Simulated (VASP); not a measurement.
VASP ran on this input.

### INCAR
```
ALGO = Normal
EDIFF = 1E-6
ENCUT = 400
GGA = PE
ISIF = 2
ISMEAR = 1
LASPH = .TRUE.
LCHARG = .FALSE.
LMAXMIX = 4
LREAL = .FALSE.
LWAVE = .FALSE.
NELM = 100
PREC = Accurate
SIGMA = 0.1
SYSTEM = CoGa
```

### KPOINTS
```
K-points
0
Monkhorst Pack
5 5 5
```

### POSCAR
```
CoGa
1
    2.9003230000     0.0000000000     0.0000000000
    0.0000000000     2.8067550000     0.0000000000
    0.0000000000     0.0000000000     2.9057460000
Ga Co
1 1
Direct
  0.5000000000   0.5000000000   0.5000000000
  0.0155090000   0.0000000000   0.0000000000
```

POTCAR, in this order: Ga_d Co (PBE.64 set). Program: vasp_std.

Q: Translate this PBE calculation to Quantum ESPRESSO's pw.x.

A: One equivalent input (not run):
```
&CONTROL
  calculation = 'scf'
  pseudo_dir = './pseudo'
  outdir = './out'
  tprnfor = .true.
  tstress = .true.
/
&SYSTEM
  ibrav = 0
  nat = 2
  ntyp = 2
  ecutwfc = 96
  occupations = 'smearing'
  smearing = 'methfessel-paxton'
  degauss = 0.00735
  input_dft = 'pbe'
/
&ELECTRONS
  conv_thr = 7.3e-08
  electron_maxstep = 100
/
ATOMIC_SPECIES
  Ga 69.723 Ga.upf
  Co 58.933 Co.upf
CELL_PARAMETERS angstrom
     2.9003230    0.0000000    0.0000000
     0.0000000    2.8067550    0.0000000
     0.0000000    0.0000000    2.9057460
ATOMIC_POSITIONS crystal
  Ga   0.5000000  0.5000000  0.5000000
  Co   0.0155090  0.0000000  0.0000000
K_POINTS automatic
  5 5 5 0 0 0
```
What does not carry over: the potentials are each code's own (VASP's PAW set, PseudoDojo norm-conserving files in pw.x), so ENCUT and ecutwfc are chosen apart and not converted; conv_thr bounds pw.x's estimated SCF error, while EDIFF bounds the energy change between steps.

The compound is CoGa in the CsCl type structure. The cell was not relaxed at this level, atoms are displaced from their ideal sites. The k-mesh is coarse (spacing up to 0.45 per Å, 2π included), so the numbers may not be converged in it. The run is one of a series of settings (KPOINTS 5×5×5 Monkhorst-Pack mesh against the base run), some of them coarse on purpose.
